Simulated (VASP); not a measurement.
All values below come from PBE GGA, VASP's PBE PAW potentials (set 64) (plane waves; VASP 6.6.1).

VASP ran on this input.

**KPOINTS**
```
Automatic mesh
0
Gamma
12 12 12
0 0 0
```

INCAR:
```
# general
SYSTEM  = TiCo
PREC    = Accurate
ENCUT   = 500
LREAL   = .FALSE.
LASPH   = .TRUE.

# electronic loop
EDIFF   = 1E-6
NELM    = 100
ALGO    = Normal
LMAXMIX = 4

# smearing
ISMEAR  = 1
SIGMA   = 0.1

# functional
GGA     = PE

# ions
IBRION  = 2
NSW     = 40
ISIF    = 3
EDIFFG  = -0.02
PSTRESS = 200

# output
LWAVE   = .FALSE.
LCHARG  = .FALSE.
```

**POSCAR**
```
TiCo
1
    2.9189202082     0.0000000000     0.0000000000
    0.0000000000     2.9189202082     0.0000000000
    0.0000000000     0.0000000000     2.9189202082
Ti Co
1 1
Direct
  0.0000000000   0.0000000000   0.0000000000
  0.5000000000   0.5000000000   0.5000000000
```

POTCAR, in this order: Ti_sv Co (PBE.64 set). Program: vasp_std.

What VASP printed:

**OSZICAR**
```
       N       E                     dE             d eps       ncg     rms          rms(c)
DAV:   1     0.152606268704E+03    0.15261E+03   -0.10458E+04  2352   0.188E+03
DAV:   2    -0.803374409246E+01   -0.16064E+03   -0.15803E+03  2376   0.411E+02
DAV:   3    -0.174991385169E+02   -0.94654E+01   -0.93753E+01  3820   0.109E+02
DAV:   4    -0.177485052211E+02   -0.24937E+00   -0.24864E+00  2820   0.146E+01
DAV:   5    -0.177599197982E+02   -0.11415E-01   -0.11414E-01  3522   0.277E+00    0.141E+01
DAV:   6    -0.161413192116E+02    0.16186E+01   -0.13298E+01  2612   0.564E+01    0.720E+00
DAV:   7    -0.178349038909E+02   -0.16936E+01   -0.25017E+01  3802   0.509E+01    0.203E+01
DAV:   8    -0.155801123916E+02    0.22548E+01   -0.13449E+01  3494   0.372E+01    0.176E+00
DAV:   9    -0.156121276123E+02   -0.32015E-01   -0.27262E-01  3272   0.538E+00    0.188E+00
DAV:  10    -0.155958609973E+02    0.16267E-01   -0.86296E-02  3538   0.378E+00    0.451E-01
DAV:  11    -0.155946424834E+02    0.12185E-02   -0.65082E-03  2908   0.976E-01    0.252E-01
DAV:  12    -0.155941970429E+02    0.44544E-03   -0.18126E-03  3668   0.385E-01    0.632E-02
DAV:  13    -0.155941589197E+02    0.38123E-04   -0.11542E-04  2788   0.117E-01    0.351E-02
DAV:  14    -0.155941512565E+02    0.76632E-05   -0.46801E-05  3454   0.670E-02    0.368E-03
DAV:  15    -0.155941512270E+02    0.29498E-07   -0.10742E-06  1526   0.130E-02
   1 F= -.12489691E+02 E0= -.12489240E+02  d E =-.124897E+02
       N       E                     dE             d eps       ncg     rms          rms(c)
DAV:   1    -0.188118826449E+02   -0.32177E+01   -0.80702E+01  2490   0.138E+02    0.185E+01
DAV:   2    -0.208421841533E+02   -0.20303E+01   -0.59184E+01  2752   0.114E+02    0.203E+01
DAV:   3    -0.154318615028E+02    0.54103E+01   -0.30846E+01  3310   0.795E+01    0.696E+00
DAV:   4    -0.151071335654E+02    0.32473E+00   -0.28339E+00  3254   0.184E+01    0.189E+00
DAV:   5    -0.151373294613E+02   -0.30196E-01   -0.30712E-01  3406   0.673E+00    0.180E+00
DAV:   6    -0.151610689506E+02   -0.23739E-01   -0.74605E-02  3632   0.279E+00    0.825E-01
DAV:   7    -0.151833796088E+02   -0.22311E-01   -0.52837E-02  3386   0.153E+00    0.143E-01
DAV:   8    -0.151838636234E+02   -0.48401E-03   -0.71935E-03  2904   0.717E-01    0.123E-01
DAV:   9    -0.151841670197E+02   -0.30340E-03   -0.91608E-04  2412   0.295E-01    0.579E-02
DAV:  10    -0.151841599134E+02    0.71063E-05   -0.19199E-04  3428   0.862E-02    0.236E-02
DAV:  11    -0.151841588332E+02    0.10801E-05   -0.11595E-05  3344   0.371E-02    0.745E-03
DAV:  12    -0.151841587346E+02    0.98650E-07   -0.84741E-07  1392   0.118E-02
   2 F= -.12418269E+02 E0= -.12418466E+02  d E =0.714221E-01
       N       E                     dE             d eps       ncg     rms          rms(c)
DAV:   1    -0.169701326576E+02   -0.17860E+01   -0.33788E+01  2556   0.982E+01    0.111E+01
DAV:   2    -0.191564811346E+02   -0.21863E+01   -0.33399E+01  3432   0.723E+01    0.243E+01
DAV:   3    -0.155487682098E+02    0.36077E+01   -0.29921E+01  3464   0.564E+01    0.353E+00
DAV:   4    -0.155086163646E+02    0.40152E-01   -0.55956E-01  2534   0.725E+00    0.238E+00
DAV:   5    -0.154948089342E+02    0.13807E-01   -0.18435E-01  3452   0.402E+00    0.129E+00
DAV:   6    -0.154961919582E+02   -0.13830E-02   -0.45504E-03  2706   0.735E-01    0.122E+00
DAV:   7    -0.155004356651E+02   -0.42437E-02   -0.63380E-02  3214   0.262E+00    0.264E-01
DAV:   8    -0.155004943334E+02   -0.58668E-04   -0.51406E-03  2688   0.722E-01    0.974E-02
DAV:   9    -0.155005502372E+02   -0.55904E-04   -0.60453E-04  3052   0.247E-01    0.891E-02
DAV:  10    -0.155005407877E+02    0.94494E-05   -0.12323E-04  2692   0.117E-01    0.155E-02
DAV:  11    -0.155005388303E+02    0.19574E-05   -0.87800E-06  2622   0.225E-02    0.506E-03
DAV:  12    -0.155005384342E+02    0.39607E-06   -0.18235E-06  1680   0.110E-02
   3 F= -.12523334E+02 E0= -.12523038E+02  d E =-.336432E-01
```

OUTCAR:
```
------------------------ aborting loop because EDIFF is reached ----------------------------------------
  FORCE on cell =-STRESS in cart. coord.  units (eV):
  Direction    XX          YY          ZZ          XY          YZ          ZX
  --------------------------------------------------------------------------------------
  Total        2.9425847      2.9425847      2.9425847      0.0000000      0.0000000      0.0000000
  in kB      197.6743680    197.6743680    197.6743680      0.0000000      0.0000000      0.0000000
  external PRESSURE =      -2.3256320 kB  Pullay stress =     200.0000000 kB
  volume of cell :       23.85
      direct lattice vectors                 reciprocal lattice vectors
     2.878478993 -0.000000000 -0.000000000     0.347405697 -0.000000000  0.000000000
     0.000000000  2.878478993  0.000000000     0.000000000  0.347405697 -0.000000000
    -0.000000000  0.000000000  2.878478993     0.000000000 -0.000000000  0.347405697
 POSITION                                       TOTAL-FORCE (eV/Angst)
 -----------------------------------------------------------------------------------
      0.00000      0.00000      0.00000        -0.000000     -0.000000      0.000000
      1.43924      1.43924      1.43924         0.000000      0.000000      0.000000
 -----------------------------------------------------------------------------------
    total drift:                                0.000000      0.000000     -0.000000
  FREE ENERGIE OF THE ION-ELECTRON SYSTEM (eV)
  ---------------------------------------------------
  free  energy   TOTEN  =       -15.5005384342 eV

  energy  without entropy=      -15.4996496050  energy(sigma->0) =      -15.50024216
  enthalpy is  TOTEN    =       -12.5233343499 eV   P V=        2.9772040843

 reached required accuracy - stopping structural energy minimisation
```
(Selected blocks of OUTCAR.)

### CONTCAR
```
TiCo
   1.00000000000000
     2.8784789925899568   -0.0000000000000000   -0.0000000000000000
     0.0000000000000000    2.8784789925899568    0.0000000000000000
    -0.0000000000000000    0.0000000000000000    2.8784789925899568
  Ti              Co
     1     1
Direct
     0.0000000000000000    0.0000000000000000    0.0000000000000000
     0.5000000000000000    0.5000000000000000    0.5000000000000000
```

Energy and stress use the plane-wave basis of the starting cell.

The compound is TiCo in the CsCl type structure. This run relaxes it under an external pressure of 20 GPa. Symmetry was kept, so distortions that lower it aren't found. The run is not spin-polarised, so no magnetic state was tried. The electron count is odd and the run is not spin-polarised, which forces a metal.
